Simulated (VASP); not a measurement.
Output of a VASP run:

### OUTCAR
```
 ion  position               nearest neighbor table
   1  0.000  0.000  0.000-   2 1.79   2 1.79   2 1.79   2 1.79
   2  0.250  0.250  0.250-   1 1.79   1 1.79   1 1.79   1 1.79
  LATTYP: Found a face centered cubic cell.
 ALAT       =     4.1243854684
 Subroutine PRICEL returns:
 Original cell was already a primitive cell.
 Subroutine GETGRP returns: Found 24 space group operations
The static configuration has the point symmetry T_d .
The dynamic configuration has the point symmetry T_d .
 Subroutine INISYM returns: Found 24 space group operations
 Subroutine IBZKPT returns following result:
 Found     56 irreducible k-points:

 Following reciprocal coordinates:
            Coordinates               Weight
  0.000000  0.000000  0.000000      1.000000
  0.090909  0.000000  0.000000      8.000000
  0.181818  0.000000  0.000000      8.000000
  0.272727  0.000000  0.000000      8.000000
  0.363636  0.000000  0.000000      8.000000
  0.454545  0.000000  0.000000      8.000000
  0.090909  0.090909  0.000000      6.000000
  0.181818  0.090909  0.000000     24.000000
  0.272727  0.090909  0.000000     24.000000
  0.363636  0.090909  0.000000     24.000000
  0.454545  0.090909  0.000000     24.000000
 -0.454545  0.090909  0.000000     24.000000
 -0.363636  0.090909  0.000000     24.000000
 -0.272727  0.090909  0.000000     24.000000
 -0.181818  0.090909  0.000000     24.000000
 -0.090909  0.090909  0.000000     12.000000
  0.181818  0.181818  0.000000      6.000000
  0.272727  0.181818  0.000000     24.000000
  0.363636  0.181818  0.000000     24.000000
  0.454545  0.181818  0.000000     24.000000
 -0.454545  0.181818  0.000000     24.000000
 -0.363636  0.181818  0.000000     24.000000
 -0.272727  0.181818  0.000000     24.000000
 -0.181818  0.181818  0.000000     12.000000
  0.272727  0.272727  0.000000      6.000000
  0.363636  0.272727  0.000000     24.000000
  0.454545  0.272727  0.000000     24.000000
 -0.454545  0.272727  0.000000     24.000000
 -0.363636  0.272727  0.000000     24.000000
 -0.272727  0.272727  0.000000     12.000000
  0.363636  0.363636  0.000000      6.000000
  0.454545  0.363636  0.000000     24.000000
 -0.454545  0.363636  0.000000     24.000000
 -0.363636  0.363636  0.000000     12.000000
  0.454545  0.454545  0.000000      6.000000
 -0.454545  0.454545  0.000000     12.000000
  0.272727  0.181818  0.090909     24.000000
  0.363636  0.181818  0.090909     48.000000
  0.454545  0.181818  0.090909     48.000000
 -0.454545  0.181818  0.090909     48.000000
   k-points           NKPTS =     56   k-points in BZ     NKDIM =     56   number of bands    NBANDS=      8
   number of dos      NEDOS =    301   number of ions     NIONS =      2
   total plane-waves  NPLWV =  13824
   dimension x,y,z NGX =    24 NGY =   24 NGZ =   24
   dimension x,y,z NGXF=    48 NGYF=   48 NGZF=   48
   ions per type =               1   1
   PREC   = accura    normal or accurate (medium, high low for compatibility)
   ISTART =      0    job   : 0-new  1-cont  2-samecut
   ICHARG =      2    charge: 1-file 2-atom 10-const
   ISPIN  =      1    spin polarized calculation?
   LNONCOLLINEAR =      F non collinear calculations
   LSORBIT =      F    spin-orbit coupling
   INIWAV =      1    electr: 0-lowe 1-rand  2-diag
   ENCUT  =  620.0 eV  45.57 Ry    6.75 a.u.   5.92  5.92  5.92*2*pi/ulx,y,z
   NELM   =    100;   NELMIN=  2; NELMDL= -5     # of ELM steps
   EDIFF  = 0.1E-05   stopping-criterion for ELM
   LREAL  =      F    real-space projection
   NLSPLINE    = F    spline interpolate recip. space projectors
   LMAXMIX     =    2 max onsite mixed and CHGCAR
   VOSKOWN=      0    Vosko Wilk Nusair interpolation
   EDIFFG = -.2E-01   stopping-criterion for IOM
   NSW    =     40    number of steps for IOM
   NBLOCK =      1;   KBLOCK =     40    inner block; outer block
   IBRION =      2    ionic relax: 0-MD 1-quasi-New 2-CG
...
```

### OSZICAR
```
       N       E                     dE             d eps       ncg     rms          rms(c)
DAV:   1     0.131841500168E+02    0.13184E+02   -0.48618E+03   912   0.100E+03
DAV:   2    -0.185554558575E+02   -0.31740E+02   -0.30630E+02  1192   0.149E+02
DAV:   3    -0.189741576947E+02   -0.41870E+00   -0.41870E+00  1032   0.220E+01
DAV:   4    -0.189750446003E+02   -0.88691E-03   -0.88691E-03  1384   0.105E+00
DAV:   5    -0.189750456334E+02   -0.10330E-05   -0.10330E-05  1056   0.252E-02    0.970E+00
DAV:   6    -0.161046594530E+02    0.28704E+01   -0.14300E+01   896   0.255E+01    0.334E+00
DAV:   7    -0.160328341542E+02    0.71825E-01   -0.16528E-01  1176   0.355E+00    0.212E+00
DAV:   8    -0.160040022266E+02    0.28832E-01   -0.21608E-02   976   0.172E+00    0.261E-01
DAV:   9    -0.160040035436E+02   -0.13169E-05   -0.34010E-04  1328   0.170E-01    0.174E-01
DAV:  10    -0.160040228401E+02   -0.19296E-04   -0.26329E-05   944   0.460E-02    0.508E-02
DAV:  11    -0.160040223246E+02    0.51549E-06   -0.35552E-06  1048   0.130E-02
   1 F= -.11077736E+02 E0= -.11077736E+02  d E =-.110777E+02
```

OUTCAR:
```
------------------------ aborting loop because EDIFF is reached ----------------------------------------
  FORCE on cell =-STRESS in cart. coord.  units (eV):
  Direction    XX          YY          ZZ          XY          YZ          ZX
  --------------------------------------------------------------------------------------
  Total        4.9294322      4.9294322      4.9294322      0.0000000      0.0000000      0.0000000
  in kB      450.2873303    450.2873303    450.2873303      0.0000000      0.0000000      0.0000000
  external PRESSURE =       0.2873303 kB  Pullay stress =     450.0000000 kB
  volume of cell :       17.54
      direct lattice vectors                 reciprocal lattice vectors
     0.000000000  2.062192734  2.062192734    -0.242460364  0.242460364  0.242460364
     2.062192734  0.000000000  2.062192734     0.242460364 -0.242460364  0.242460364
     2.062192734  2.062192734  0.000000000     0.242460364  0.242460364 -0.242460364
  FREE ENERGIE OF THE ION-ELECTRON SYSTEM (eV)
  ---------------------------------------------------
  free  energy   TOTEN  =       -16.0040223246 eV

  energy  without entropy=      -16.0040223246  energy(sigma->0) =      -16.00402232
  enthalpy is  TOTEN    =       -11.0777356154 eV   P V=        4.9262867092

 reached required accuracy - stopping structural energy minimisation
```
(Selected blocks of OUTCAR.)

**POSCAR**
```
AlN
1
    0.0000000000     2.0621927342     2.0621927342
    2.0621927342     0.0000000000     2.0621927342
    2.0621927342     2.0621927342    -0.0000000000
Al N
1 1
Direct
  0.0000000000   1.0000000000   1.0000000000
  0.2500000000   0.2500000000   0.2500000000
```

Question: Write an INCAR and KPOINTS that could have produced this output.

Answer: Several could match; the one computed here: the input of the run itself, LDA (Ceperley-Alder, Perdew-Zunger), plane waves, VASP's LDA PAW potentials (set 64).

### KPOINTS
```
kpoints
0
Gamma
11 11 11
0 0 0
```

**INCAR**
```
ALGO  =  Normal
EDIFF  =  1E-6
EDIFFG  =  -0.02
ENCUT  =  620
IBRION  =  2
ISIF  =  3
ISMEAR  =  0
LASPH  =  T
LCHARG  =  F
LREAL  =  F
LWAVE  =  F
NELM  =  100
NSW  =  40
PREC  =  Accurate
PSTRESS  =  450
SIGMA  =  0.05
SYSTEM  =  AlN
```

POTCAR, in this order: Al N (LDA.64 set). Program: vasp_std.

The compound is AlN in the zinc blende structure, a metastable form; wurtzite is the usual one. It was relaxed first under an external pressure of 45 GPa.
